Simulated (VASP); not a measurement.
All values below come from PBEsol GGA, VASP's PBE PAW potentials (set 64) (plane waves; VASP 6.6.1).

The input files of a VASP run:

### KPOINTS
```
Regular mesh
0
G
  14 14 14
0 0 0
```

POSCAR:
```
Ag
1.0
 -1.6231180000   1.6231180000   1.6231180000
  1.6231180000  -1.6231180000   1.6231180000
  1.6231180000   1.6231180000  -1.6231180000
Ag
1
Cart
  0.0000000000   0.0000000000   0.0000000000
```

### INCAR
```
ALGO  =  Normal
EDIFF  =  1E-6
EDIFFG  =  -0.01
ENCUT  =  400
GGA  =  PS
IBRION  =  2
ISIF  =  3
ISMEAR  =  1
LASPH  =  .True.
LCHARG  =  .False.
LMAXMIX  =  4
LREAL  =  .False.
LWAVE  =  .False.
NELM  =  100
NSW  =  60
PREC  =  Accurate
SIGMA  =  0.1
SYSTEM  =  Ag
```

POTCAR, in this order: Ag (PBE.64 set). Program: vasp_std.

Output of the run:

**OSZICAR**
```
       N       E                     dE             d eps       ncg     rms          rms(c)
DAV:   1     0.326962000277E+02    0.32696E+02   -0.49590E+03  2152   0.877E+02
DAV:   2    -0.333460122998E+01   -0.36031E+02   -0.33796E+02  1921   0.175E+02
DAV:   3    -0.360973924757E+01   -0.27514E+00   -0.27507E+00  2122   0.184E+01
DAV:   4    -0.361032109446E+01   -0.58185E-03   -0.58184E-03  2027   0.806E-01
DAV:   5    -0.361032528551E+01   -0.41911E-05   -0.41921E-05  2033   0.642E-02    0.548E+00
DAV:   6    -0.327109637037E+01    0.33923E+00   -0.17188E+00  1887   0.139E+01    0.338E+00
DAV:   7    -0.326215736771E+01    0.89390E-02   -0.69305E-03  1989   0.893E-01    0.193E+00
DAV:   8    -0.325811996204E+01    0.40374E-02   -0.68067E-04  2008   0.244E-01    0.608E-02
DAV:   9    -0.325812856621E+01   -0.86042E-05   -0.77798E-06  2029   0.248E-02    0.112E-02
DAV:  10    -0.325813247244E+01   -0.39062E-05   -0.17686E-06  2026   0.154E-02    0.533E-03
DAV:  11    -0.325813236147E+01    0.11097E-06   -0.31243E-08  1000   0.186E-03
   1 F= -.32581324E+01 E0= -.32577425E+01  d E =-.325813E+01
       N       E                     dE             d eps       ncg     rms          rms(c)
DAV:   1    -0.349012576908E+01   -0.23199E+00   -0.41198E+00  1882   0.245E+01    0.308E+00
DAV:   2    -0.326471012125E+01    0.22542E+00   -0.11172E+00  1881   0.112E+01    0.809E-01
DAV:   3    -0.326103759758E+01    0.36725E-02   -0.58266E-03  1959   0.746E-01    0.524E-01
DAV:   4    -0.325985372869E+01    0.11839E-02   -0.19616E-03  1950   0.371E-01    0.499E-02
DAV:   5    -0.325984636369E+01    0.73650E-05   -0.10014E-05  1927   0.365E-02    0.246E-02
DAV:   6    -0.325984863792E+01   -0.22742E-05   -0.13780E-06  1913   0.108E-02    0.168E-03
DAV:   7    -0.325984874064E+01   -0.10272E-06   -0.39180E-08   981   0.220E-03
   2 F= -.32598487E+01 E0= -.32593931E+01  d E =-.171638E-02
       N       E                     dE             d eps       ncg     rms          rms(c)
DAV:   1    -0.329607995490E+01   -0.36231E-01   -0.63009E-01  1880   0.976E+00    0.123E+00
DAV:   2    -0.326206504596E+01    0.34015E-01   -0.15272E-01  1880   0.423E+00    0.403E-01
DAV:   3    -0.326138366815E+01    0.68138E-03   -0.12256E-03  1970   0.345E-01    0.265E-01
DAV:   4    -0.326116227293E+01    0.22140E-03   -0.27603E-04  1949   0.150E-01    0.103E-02
DAV:   5    -0.326116286921E+01   -0.59628E-06   -0.78584E-06  1934   0.286E-02
   3 F= -.32611629E+01 E0= -.32606894E+01  d E =-.303051E-02
```

File OUTCAR:
```
------------------------ aborting loop because EDIFF is reached ----------------------------------------
  FORCE on cell =-STRESS in cart. coord.  units (eV):
  Direction    XX          YY          ZZ          XY          YZ          ZX
  --------------------------------------------------------------------------------------
  Total       -0.0022555     -0.0022555     -0.0022555     -0.0000000      0.0000000     -0.0000000
  in kB       -0.2161849     -0.2161849     -0.2161849     -0.0000000      0.0000000     -0.0000000
  external PRESSURE =      -0.2161849 kB  Pullay stress =       0.0000000 kB
  volume of cell :       16.72
      direct lattice vectors                 reciprocal lattice vectors
    -1.610723245  1.610723245  1.610723245     0.000000000  0.310419559  0.310419559
     1.610723245 -1.610723245  1.610723245     0.310419559  0.000000000  0.310419559
     1.610723245  1.610723245 -1.610723245     0.310419559  0.310419559  0.000000000
 POSITION                                       TOTAL-FORCE (eV/Angst)
 -----------------------------------------------------------------------------------
      0.00000      0.00000      0.00000        -0.000000      0.000000     -0.000000
 -----------------------------------------------------------------------------------
    total drift:                                0.000000      0.000000      0.000000
  FREE ENERGIE OF THE ION-ELECTRON SYSTEM (eV)
  ---------------------------------------------------
  free  energy   TOTEN  =        -3.2611628692 eV

  energy  without entropy=       -3.2597423905  energy(sigma->0) =       -3.26068938

 reached required accuracy - stopping structural energy minimisation
```
(Selected blocks of OUTCAR.)

### CONTCAR
```
Ag
   1.00000000000000
    -1.6107232445443482    1.6107232445443482    1.6107232445443482
     1.6107232445443482   -1.6107232445443482    1.6107232445443482
     1.6107232445443482    1.6107232445443482   -1.6107232445443482
  Ag
     1
Direct
     0.0000000000000000    0.0000000000000000    0.0000000000000000
```

Energy and stress use the plane-wave basis of the starting cell.

The structure was generated: Ag was put into the bcc type (Im-3m), which need not be its known phase. This run relaxes it. Symmetry was kept, so distortions that lower it aren't found.
